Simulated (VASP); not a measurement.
YHg:

```
Y Hg
1.0
     3.72742    0.00000    0.00000
     0.00000    3.72742    0.00000
     0.00000    0.00000    3.72742
Y Hg
1 1
Direct
  0.50000 0.50000 0.50000
  0.00000 0.00000 0.00000
```

```yaml
Program: VASP 6.6.1
Task: relaxation of cell and atoms
Functional: LDA
Potentials_or_basis: VASP PAW LDA potentials, release 64 (Y_sv, Hg)
Cutoff: 600 eV
k_mesh: 12 × 12 × 12
Occupations: gaussian, width 0.1 eV
Spin: no spin polarisation
```

At the start: pressure -5.4 GPa; volume 25.89 Å³/atom.

Problem. Where does the relaxation end?

Solution. Over 3 steps the energy falls by 36.4 meV/atom and the volume is 23.91 Å³/atom (-7.7 %); space group Pm-3m (No. 221, to 0.05 Å).

Step by step:
| step | energy change (eV) | largest force (eV/Å) | pressure (GPa) | volume (Å³) |
| --- | --- | --- | --- | --- |
| 1 | 0.0000 | 0.0000 | -5.44 | 51.79 |
| 2 | -0.0417 | 0.0000 | 4.48 | 45.48 |
| 3 | -0.0728 | 0.0000 | -0.02 | 47.81 |

Final structure:
```xyz
2
Lattice="3.6295 0.0000 0.0000 0.0000 3.6295 0.0000 0.0000 0.0000 3.6295" Properties=species:S:1:pos:R:3 pbc="T T T"
Y     1.8147    1.8147    1.8147
Hg    0.0000    0.0000    0.0000
```
